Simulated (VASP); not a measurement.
Consider the following.

```
CELL_PARAMETERS angstrom
      6.23871     0.00000     0.00000
      0.00000     6.23871     0.00000
      0.00000     0.00000     6.23871
ATOMIC_POSITIONS crystal
  Cs 0.00000 0.00000 0.00000
  Sn 0.50000 0.50000 0.50000
  I  0.50000 0.00000 0.50000
  I  0.00000 0.50000 0.50000
  I  0.50000 0.50000 0.00000
```

Method: TPSS meta-GGA, VASP's PBE PAW potentials (set 64) (plane waves; VASP). Settings: 520 eV cut-off, 4×4×4 Γ-centred mesh, tetrahedra with Blöchl corrections, potentials Cs_sv Sn_d I.

The cores are frozen, which limits the accuracy of field gradients.

Question: Give the principal components of the electric field gradient (V/Å²) and the asymmetry η at each nucleus.

Answer: 
| atom | Vxx | Vyy | Vzz | η |
|---|---|---|---|---|
| Cs1 | 0.0 | 0.0 | 0.0 | - |
| Sn2 | 0.0 | 0.0 | 0.0 | - |
| I3 | -180.7 | -180.7 | 361.4 | 0.00 |
| I4 | -180.7 | -180.7 | 361.4 | 0.00 |
| I5 | -180.7 | -180.7 | 361.4 | 0.00 |

The compound is CsSnI3 in the cubic perovskite structure, the ideal cubic form; the compound distorts at low or room temperature. It was relaxed first.
